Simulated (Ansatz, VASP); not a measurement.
## Code comparison for ScIn₂ (Cmmm, 6 atoms in the cell)

Self-consistent single point.

```
ScIn2
1.0
    2.23410    -6.82859     0.00000
    2.23410     6.82859     0.00000
    0.00000     0.00000     4.45889
Sc In
2 4
Cartesian
  2.23410  -4.69220   2.22945
  2.23410   4.69220   2.22945
  2.23410  -2.40476   0.00000
  2.23410   2.40476   0.00000
  2.23410   0.00000   2.22945
  0.00000   0.00000   0.00000
```

Shared settings, as Ansatz (a first-principles code) writes them: kpoints.mp_grid.grid = 8 8 7; scf.occupations.method = gaussian; scf.occupations.width = 0.272 eV. Potentials and cutoffs stand in the table.

```
code                                         model  pressure (GPa)  largest force (eV/Å)   cutoff
------  ------------------------------------------  --------------  --------------------  -------
VASP    PBEsol, VASP's PBE PAW potentials (set 64)           -2.63                 0.025   300 eV
Ansatz             PBEsol, PAW files made with PBE           -2.14                 0.024  default
```

Size of the force on each atom (eV/Å): Sizes of forces hide their directions.

```csv
code,Sc1,Sc2,In3,In4,In5,In6
VASP,0.025,0.025,0.012,0.012,0.000,0.000
Ansatz,0.024,0.024,0.010,0.010,0.000,0.000
```

The spread over the programs that give each value: pressure within 0.49 GPa; largest force within 0.001 eV/Å.

Ansatz's pressure is given at a fixed set of plane waves, as the other plane-wave codes print theirs.

On the base mesh (4 4 4) the same programs gave: Ansatz pressure -2.20 GPa; VASP pressure -2.73 GPa.

VASP's run is marked for a possible Pulay error in its stress at this cutoff; no cutoff test was made.

The starting cell comes from a database of computed structures (which also holds hypothetical and non-ambient phases and stackings), without a prior relaxation at this level.

Keys are those of Ansatz 0.2.
